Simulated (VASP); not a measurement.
Elastic constants (GPa) of a crystal from PBE GGA with D3 dispersion (Becke-Johnson damping), VASP's PBE PAW potentials (set 64) (VASP):

```csv
,xx,yy,zz,yz,xz,xy
xx,192.2,116.0,100.9,0.0,0.0,0.0
yy,116.0,192.2,100.9,0.0,0.0,0.0
zz,100.9,100.9,202.7,0.0,0.0,0.0
yz,0.0,0.0,0.0,35.6,0.0,0.0
xz,0.0,0.0,0.0,0.0,35.6,0.0
xy,0.0,0.0,0.0,0.0,0.0,38.1
```

### Question
Work out the Voigt, Reuss and Hill moduli, Young's modulus and Poisson's ratio.

### Answer
All eigenvalues are positive (smallest 35.6 GPa), so the crystal is stable. K_V = (C11+C22+C33+2(C12+C13+C23))/9 = (587.1 + 2×317.8)/9 = 135.9 GPa; G_V = (587.1 − 317.8 + 3×109.3)/15 = 39.8 GPa. From the compliances, K_R = 135.8 GPa and G_R = 39.1 GPa. Hill: K = 135.8 GPa, G = 39.4 GPa, E = 9KG/(3K+G) = 107.9 GPa, ν = (3K−2G)/(2(3K+G)) = 0.368. K/G = 3.45, above Pugh's 1.75; universal anisotropy A^U = 0.10.

### Question
With a density of 5.56 g/cm³, what are the mean sound speeds?

### Answer
v_l = √((K+4G/3)/ρ) = 5.82 km/s and v_t = √(G/ρ) = 2.66 km/s. The crystal is ZnO (space group P6_3mc), hexagonal.

The structure comes from a measured ZnO entry (P6_3mc) of the Crystallography Open Database, whose conditions weren't checked. It was relaxed first.
